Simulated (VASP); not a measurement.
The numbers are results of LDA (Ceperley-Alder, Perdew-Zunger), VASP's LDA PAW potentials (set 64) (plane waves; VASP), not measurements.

Gaps are without spin-orbit coupling.

Order these relaxed crystals by band gap, smallest first: TiPN3, Amm2 (38); CdF2, Fm-3m (225); WN2, P-6m2 (187); MgO, Fm-3m (225).

TiPN3, Amm2 (38) (0.50 eV), WN2, P-6m2 (187) (1.21 eV), CdF2, Fm-3m (225) (2.94 eV), MgO, Fm-3m (225) (5.14 eV)
